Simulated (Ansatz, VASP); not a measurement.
# WSe2 in two plane-wave programs, part 2 of 2

One calculation is typed for both programs; each brings its own data sets. How far apart do they land? The cell is taken from a series of runs on this material, whose earlier steps may have relaxed, scaled, displaced or heated it; both programs get it as it stands.

VASP 6.6.1 and Ansatz 0.2.0.

So far: The starting structure; VASP: G0W0 gap, PBE0 form with 10 % exact exchange with an exact-exchange share of 0.1.

### Step 3. Ansatz: G0W0 gap, PBE0 form with 10 % exact exchange with an exact-exchange share of 0.1

Level of this step: Ansatz beside VASP: G0W0 on Kohn-Sham DFT, plane waves, PBE0 form with 10 % exact exchange (Ansatz).

Ansatz runs on its PAW soft_1 files.

The same cell, functional and mesh now go to Ansatz, which takes its cutoff from its data sets.

input.yaml reads:

```yaml
crystal:
  lattice:
    - [3.29, 0.0, 0.0]
    - [-1.645, 2.8492235785, 0.0]
    - [0.0, 0.0, 12.97]
  atoms:
    - { symbol: W, position: [0.3333333333, 0.6666666667, 0.25] }
    - { symbol: W, position: [0.6666666667, 0.3333333333, 0.75] }
    - { symbol: Se, position: [0.3333333333, 0.6666666667, 0.621] }
    - { symbol: Se, position: [0.6666666667, 0.3333333333, 0.121] }
    - { symbol: Se, position: [0.3333333333, 0.6666666667, 0.879] }
    - { symbol: Se, position: [0.6666666667, 0.3333333333, 0.379] }
kpoints:
  mp_grid: { grid: [6, 6, 2] }
hamiltonian:
  xc: { exchange: pbe, correlation: pbe, exx: { coeff: 0.1 } }
  pseudopotentials: { kind: paw, azcp: { folder: soft_1 } }
scf:
  occupations: { method: fixed }
gw:
  n_empty_bands: 507
  ecut_chi: 150.0
  qp_bands: [v2, c2]
  qp_kpoints: band_edges
  screening: { model: contour_deformation }
```

Command:

```sh
> ansatz run input.yaml --threads 3 --pin off --max-ram 92160MiB --backend cuda --events-out ev --progress --plain --runs-dir out --devices 1 --max-vram 13GiB
```

Numbers of over 12 decimals in the logs are rounded to 6 here.

The log of the run:

```text
GPUs: using 1 of 1 available (devices: 1).
Engine: ansatz 0.2.0, x86_64-unknown-linux-gnu
Pseudopotentials: kind: paw
Pseudopotential: W, paw, valence charge 14, recommended cutoff 420 eV (normal), soft_1/W.paw.azcp
Pseudopotential: Se, paw, valence charge 16, recommended cutoff 420 eV (normal), soft_1/Se.paw.azcp
Functional definition: unnamed
  parameter a_1 = 0.1
  exchange = (1 - a_1)*pbe_x + a_1*exact_x
  correlation = pbe_c
davidson cushion auto → on  (no smearing: the cushion is to keep the highest requested band from converging to the state above it; pin scf.eigensolver.cushion to override)
device memory: the entry about to start is reckoned to put 2.5 GiB on a device that reports 50.9 GiB free (of which the cap on the GPU budget leaves the run 13.0 GiB)
GPU FFT provider: cuFFT
GPU libraries: cuBLAS 13.8.2, cuFFT 12.4.0, cuSOLVER 12.3.4
Crystal: 6 atoms, lattice volume = 121.580 Å³
Basis set: ecut = 420 eV, 2419 PW (Γ)
Bands: 56, of which v1, the nominal top of the filled ones, is band 46 counted from 1 (45 counted from 0)
Symmetry: 24 space group operations
Space group: P63/mmc (ITA 194), of the structure as read, at distance tolerance 5.0e-5 Å
k-points: 14 of 72
Non-local potential: W, projectors of the file, l = 0: 3, l = 1: 2, l = 2: 2, l = 3: 1
Non-local potential: Se, projectors of the file, l = 0: 2, l = 1: 2, l = 2: 3, l = 3: 1
PAW form: soft (Blöchl's): semilocal exchange-correlation on the pseudo side does not see the compensation charge
PAW frozen core: W, regenerated for the run's functional, and the local potential with it (the file was generated under x = pbe(κ = 0.804, μ = 0.219515), c = pbe(β = 0.066725))
PAW frozen core: Se, regenerated for the run's functional, and the local potential with it (the file was generated under x = pbe(κ = 0.804, μ = 0.219515), c = pbe(β = 0.066725))
PAW one-centre angular grid: W, 590 points (default); XC on 64 Gauss nodes
PAW one-centre angular grid: Se, 590 points (default); XC on 64 Gauss nodes
Initial density: superposition of atomic densities (chi_scale 0.1, normalization cell, long waves kept (reshape's long-wave potential 0.04 eV rms))
Initial wavefunctions: pseudopotential atomic-orbital guess
GPU buffer pool allocated for 51840 grid points (all kernels)
GPU transforms: local potential and band sums: pruned to the plane-wave sphere, on 24×24×90
Functional: x = pbe(κ = 0.804, μ = 0.219515), c = pbe(β = 0.066725), warm-up for x = 0.9 pbe(κ = 0.804, μ = 0.219515) + 0.1 exact, c = pbe(β = 0.066725)
SCF iter   1: F=—  HF=-42652.279186 eV  |F-HF|=—  |Δ(HF+E_count)|=         —  Δρ=3.55e-2  dr2=5.04e0  ethr=1.00e-1  ⟨swp⟩=4.4  Hψ=2155  notcnv=0
preconditioner: auto → none  [insulator: Δε(μ)=0.884 eV  Ē_g=8.994 eV  n_scr=40 (ndim 8)  ℏωp=20.2 eV  f_vac=0.022]
SCF iter   2: F=—  HF=-42653.955621 eV  |F-HF|=—  |Δ(HF+E_count)|=    1.68e0  Δρ=5.72e-2  dr2=1.63e1  ethr=5.48e-3  ⟨swp⟩=4.7  Hψ=2237  notcnv=0
SCF iter   3: F=—  HF=-42651.507623 eV  |F-HF|=—  |Δ(HF+E_count)|=    2.45e0  Δρ=1.43e-2  dr2=5.30e-1  ethr=5.48e-3  ⟨swp⟩=3.9  Hψ=1970  notcnv=0
iter 4 solved again at ethr=1.33e-5 eV; its pass at ethr=5.76e-4 eV (dr2=1.23e-2 eV) is discarded
SCF iter   4: F=—  HF=-42651.439879 eV  |F-HF|=—  |Δ(HF+E_count)|=   6.77e-2  Δρ=4.19e-3  dr2=1.29e-2  ethr=1.33e-5  ⟨swp⟩=4.0  Hψ=4159  notcnv=0
SCF iter   5: F=—  HF=-42651.438866 eV  |F-HF|=—  |Δ(HF+E_count)|=   1.01e-3  Δρ=1.14e-3  dr2=4.95e-4  ethr=1.33e-5  ⟨swp⟩=3.0  Hψ=1995  notcnv=0
SCF iter   6: F=-42651.438934 eV  HF=-42651.438975 eV  |F-HF|=4.13e-5  |Δ(HF+E_count)|=   1.09e-4  Δρ=1.99e-4  dr2=4.84e-5  ethr=5.38e-7  ⟨swp⟩=3.3  Hψ=2064  notcnv=0
SCF 1 stopped early in 6 iterations: F = -42651.438934 eV  dr2 = 4.84e-5
  greatest PAW one-centre occupation: 1.000 electrons in one spin orbital (limit 2), on the Se atom at site 5 (counted from 0), in its partial waves of l = 2
device memory: the entry about to start is reckoned to put 3.1 GiB (of the 3.2 GiB reckoned in all, the device holds 0.1 GiB already) on a device that reports 50.2 GiB free (of which the cap on the GPU budget leaves the run 13.0 GiB)
GPU FFT provider: cuFFT
GPU libraries: cuBLAS 13.8.2, cuFFT 12.4.0, cuSOLVER 12.3.4
Initial density: handed on by an earlier stage of this run
Initial wavefunctions: those handed on with the density
GPU buffer pool allocated for 51840 grid points (all kernels)
GPU transforms: local potential and band sums: pruned to the plane-wave sphere, on 24×24×90
Functional: x = 0.9 pbe(κ = 0.804, μ = 0.219515) + 0.1 exact, c = pbe(β = 0.066725)
[...]
device memory: the entry about to start is reckoned to put 3.1 GiB on a device that reports 48.5 GiB free (of which the cap on the GPU budget leaves the run 13.0 GiB)
NSCF: frozen V_eff on 14 k-points
Exchange-term sweep: 0 of 14 (spin, k) points
Exchange-term sweep: 1 of 14 (spin, k) points
Exchange-term sweep: 2 of 14 (spin, k) points
Exchange-term sweep: 3 of 14 (spin, k) points
Exchange-term sweep: 4 of 14 (spin, k) points
Exchange-term sweep: 5 of 14 (spin, k) points
Exchange-term sweep: 6 of 14 (spin, k) points
Exchange-term sweep: 7 of 14 (spin, k) points
Exchange-term sweep: 8 of 14 (spin, k) points
Exchange-term sweep: 9 of 14 (spin, k) points
Exchange-term sweep: 10 of 14 (spin, k) points
Exchange-term sweep: 11 of 14 (spin, k) points
Exchange-term sweep: 12 of 14 (spin, k) points
Exchange-term sweep: 13 of 14 (spin, k) points
Exchange-term sweep: 14 of 14 (spin, k) points
G₀W₀ screening: q 1/14
[... further progress lines ...]
hybrid SCF converged: 2 outer / 7 inner (+6 warm-up), last move |dexx| = 3.36e-8 eV, tail = 6.59e-8 eV
Stability not checked: this state was not tested for a lower state beside it, because the functional holds exact exchange (a hybrid, or Hartree-Fock), whose exchange loop this test does not read (fock_operator; see scf.lower_state_search)
Free energy (F): -42652.436933 eV
Frozen-core exchange: fock
Harris-Foulkes:  -42652.436933 eV  (|F-HF|=1.00e-8)
Internal energy: -42652.436933 eV  (E = F + TS)
E sigma→0 (E₀):  -42652.436933 eV
Fermi energy:    12.324265 eV
--- Per-component energies (eV) ---
  E_band       = -1836.006425
  E_kinetic    = 1287.347220
  E_local      = -12205.965307  (includes V_loc(G=0)·N_el)
  E_nonlocal   = -1467.981435
  E_hartree    = 6282.921929
  E_xc         = -797.264968
  E_vxc        = -751.758400  (∫ρ·V_xc dr)
  E_exx        = -156.956508  (= α·E_x^exact, valence–valence)
  E_paw        = -25595.556295  (= ΣΔE_a)
  E_vpaw       = -949.569960  (= ΣTr[D̂ρ^β])
  E_aug_tail   = -0.001206  (compensation charges beyond the density's cutoff)
  E_ewald      = -9994.845457
  E_core_change = -4.134906  (= ΣΔE_core)
  E_smearing   = -0.000000  (= −TS)
  E_closure    = -0.000000  (closes the sum)
  Σ components = -42652.436933   (vs F -42652.436933, Δ=-7.28e-12)
--- Band table (eV; the first three rows and the last of 14) ---
  k-point 0: bands = [... 42 lower, 10.7362, 11.1477, 11.1523, 12.3243, 15.4789, 15.4789, 15.5327, 15.5327]
  k-point 1: bands = [... 42 lower, 10.7067, 10.7067, 12.0846, 12.0846, 15.4836, 15.4836, 15.4836, 15.4836]
  k-point 2: bands = [... 42 lower, 10.3528, 11.1636, 11.1716, 11.6128, 14.4565, 15.0218, 15.0718, 15.1534]
  k-point 13: bands = [... 42 lower, 9.4065, 9.4065, 11.9710, 11.9710, 14.0846, 14.0846, 15.2712, 15.2712]
  guard bands above this table: 6 of the run's 56 bands. The solve was not asked for them (output.publish_guard_bands: true or output.eigenvalues: true publishes all)
--- G₀W₀: contour deformation, 7 samples at zero and on the imaginary axis and 1 off it, 72 q-points, 507 empty bands' worth ---
  eigenvalues of the whole cell's RPA ε∞ on this k-mesh (on a slab, of 1 + 4πα/V) = 6.2611, 12.8533, 12.8533; static W/v taken at q = 0 is 0.082290
  bands read: the sum over 553 bands ends inside a degenerate multiplet in 7 slots, whose members it reads at an even weight; the widest, k=1: bands 553 to 554 (counted from 1) at 1/2 each
  gw.qp_kpoints: band_edges: 10 of 14 stored k-points solved, in 1 pass; an edge of the gap read off the rows below is read off those points alone
    valence top: of the k-points left out ik 7 came nearest to being solved in a further pass, in band 45 (counted from 1, as in the quasiparticle table): it holds the edge there only if its correction is more favourable than any solved in that band by at least 1.331 eV; those differ by 0.263 eV
    conduction bottom: of the k-points left out ik 4 came nearest to being solved in a further pass, in band 47 (counted from 1, as in the quasiparticle table): it holds the edge there only if its correction is more favourable than any solved in that band by at least 0.615 eV; those differ by 0.091 eV
    ik  band        ε_KS         Σx   Σc(E_QP)       V_xc       Z   E_QP_lin       E_QP  E_QP is
     0    45     11.1523   -18.1947     1.5599   -16.3013  0.7847    10.8173    10.8187  root
     0    46     12.3243   -19.3769     0.3659   -18.9301  0.7711    12.2434    12.2434  root
     0    47     15.4789   -13.7992    -4.1263   -17.8994  0.7737    15.4528    15.4528  root
     0    48     15.4789   -13.7992    -4.1263   -17.8994  0.7737    15.4528    15.4528  root
     1    45     12.0846   -19.0757     0.5920   -18.3664  0.7728    11.9672    11.9674  root
     1    46     12.0846   -19.0757     0.5920   -18.3664  0.7728    11.9672    11.9674  root
     1    47     15.4836   -13.7593    -4.1101   -17.8337  0.7729    15.4480    15.4480  root
     1    48     15.4836   -13.7593    -4.1101   -17.8337  0.7729    15.4480    15.4480  root
     2    45     11.1716   -18.2709     1.5466   -16.4060  0.7843    10.8520    10.8532  root
     2    46     11.6128   -19.0729     0.7144   -18.2759  0.7681    11.5302    11.5303  root
     2    47     14.4565   -13.2454    -3.8937   -17.0493  0.7767    14.3668    14.3667  root
     2    48     15.0218   -13.8964    -4.2222   -18.1233  0.7793    15.0266    15.0266  root
     3    45     11.5578   -19.0270     0.8199   -18.1038  0.7691    11.4543    11.4544  root
     3    46     11.5578   -19.0270     0.8199   -18.1038  0.7691    11.4543    11.4544  root
     3    47     14.7479   -13.6409    -3.9976   -17.5704  0.7740    14.6798    14.6797  root
     3    48     14.7479   -13.6409    -3.9976   -17.5704  0.7740    14.6798    14.6797  root
     8    45     11.0960   -19.2893     1.0137   -18.2051  0.7610    11.0253    11.0254  root
     8    46     11.1399   -19.3696     1.0099   -18.2728  0.7635    11.0529    11.0530  root
     8    47     13.7374   -12.9570    -3.6329   -16.4990  0.7814    13.6467    13.6466  root
     8    48     14.6678   -14.0631    -4.0695   -18.0823  0.7674    14.6175    14.6175  root
     9    45     11.1245   -19.3441     1.0090   -18.2553  0.7625    11.0446    11.0447  root
     9    46     11.1245   -19.3441     1.0090   -18.2553  0.7625    11.0446    11.0447  root
     9    47     14.1491   -13.5112    -3.8128   -17.2592  0.7776    14.0844    14.0843  root
     9    48     14.1491   -13.5112    -3.8128   -17.2592  0.7776    14.0844    14.0843  root
[...]
12    45     11.8568   -18.0932     0.4011   -17.5851  0.7709    11.7497    11.7498  root
    12    46     12.1187   -18.7128     0.2775   -18.3411  0.7708    12.0245    12.0246  root
    12    47     14.0845   -15.4839    -3.8868   -19.3708  0.7643    14.0846    14.0847  root
    12    48     14.0845   -15.4839    -3.8868   -19.3708  0.7643    14.0846    14.0847  root
    13    45     11.9710   -18.3202     0.3367   -17.8819  0.7711    11.8693    11.8694  root
    13    46     11.9710   -18.3202     0.3367   -17.8819  0.7711    11.8693    11.8694  root
    13    47     14.0846   -15.4810    -3.8867   -19.3678  0.7643    14.0846    14.0847  root
    13    48     14.0846   -15.4810    -3.8867   -19.3678  0.7643    14.0846    14.0847  root
```

In the SCF lines HF is the Harris–Foulkes energy and dr2 the Hartree energy of the density residual, in eV; the loop may stop once dr2 is under the threshold and the program's other checks hold. Hψ counts applications of the Hamiltonian.

### Step 4. Differences

Known differences besides the potentials themselves: exact exchange at q = 0 is treated differently, which shows on coarse meshes; VASP keeps PBE cores, Ansatz makes them for the functional; fixed occupations in Ansatz, narrow Gaussian smearing in VASP; the data sets hold 92 valence electrons in Ansatz (on its PAW soft_1 files) and 52 in VASP; the cutoff is 420 eV in Ansatz and 340 eV in VASP; Ansatz integrates over frequency by contour deformation, VASP on a grid of NOMEGA points; Ansatz's G0W0 levels solve the quasiparticle equation, VASP's are linearised. Total energies have different zeros and are not compared.

The two programs side by side:

```
                   quantity  Ansatz  VASP  difference
  G0W0 gap on the mesh (eV)    1.40  1.49       -0.08
Kohn-Sham gap under it (eV)    1.41  1.42       -0.01
```

VASP's log warns that its frequency grid doesn't suit quasiparticle energies on this mesh.

### Step 5. Outcome

- difference in G0W0 gap on the mesh (G0W0 gap, PBE0 form with 10 % exact exchange with an exact-exchange share of 0.1): -0.083 eV

What this shows: The difference in G0W0 gap on the mesh is -0.083 eV (G0W0 gap, PBE0 form with 10 % exact exchange with an exact-exchange share of 0.1). The data sets hold unlike numbers of valence electrons (92 in Ansatz and 52 in VASP), so part of the differences may come from the potentials. How closely two codes agree says nothing of how well the functional describes the real material.

[Lines on the potential files, build, host, timing and source positions are cut from VASP's logs without a mark.]

[Logs are printed without paths, hosts, clocks, repeated set-up lines and the standing remarks that a program may print on its own settings, such as how far it seeks lower states.]

[Hosts, paths, dates, database ids (printed as entryN), source tags and the programs' standing remarks are cut or masked in the printed files.]
